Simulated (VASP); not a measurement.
Write the native input for VASP 6.6.1 that does the following.

```
Task                   : single point
Functional             : PBE
Potentials or basis    : VASP PAW PBE potentials, release 64 (Rb_sv, Al)
Cutoff                 : 520 eV
k mesh                 : 10 × 10 × 1
Occupations            : gaussian, width 0.1 eV
Spin                   : no spin polarisation
Dipole correction      : yes
Further INCAR settings : ALGO = Fast; EDIFF = 1e-06; NBANDS = 13
```

The structure of RbAl lies in POSCAR:

```
RbAl
1.0
    5.2992890000      0.0000000000      0.0000000000
    0.0000000000      5.2992890000      0.0000000000
    0.0000000000      0.0000000000     23.8000000000
Rb Al
1 1
Direct
    0.0000000000      0.0000000000      0.2941176471
    0.5000000000      0.5000000000      0.2941176471
```

The cell was built by a generator and needn't be a form met in nature.

These files were run (other wordings do the same):

INCAR

```
SYSTEM = RbAl
PREC = Accurate
ENCUT = 520
EDIFF = 1E-6
ISMEAR = 0
SIGMA = 0.1
LREAL = .FALSE.
LASPH = .TRUE.
NELM = 100
ALGO = Fast
ISIF = 2
LWAVE = .FALSE.
LCHARG = .FALSE.
LDIPOL = .TRUE.
IDIPOL = 3
DIPOL = 0.5 0.5 0.294
GGA = PE
NBANDS = 13
```

KPOINTS

```
regular mesh
0
G
  10 10 1
  0 0 0
```

Potentials or basis: VASP PAW PBE potentials, release 64 (Rb_sv, Al).

Launch:

```console
$ cat potpaw_PBE.64/Rb_sv/POTCAR potpaw_PBE.64/Al/POTCAR > POTCAR
$ mpirun -np 1 vasp_std > vasp.out
```

It gave:

| Quantity | Value |
| --- | --- |
| Band gap on the k mesh | none (metal or under the smearing width) |

Run time: 3.4 min on 1 thread of Intel(R) Xeon(R) 6975P-C (Granite Rapids) (shared host), peak memory 0.67 GiB.
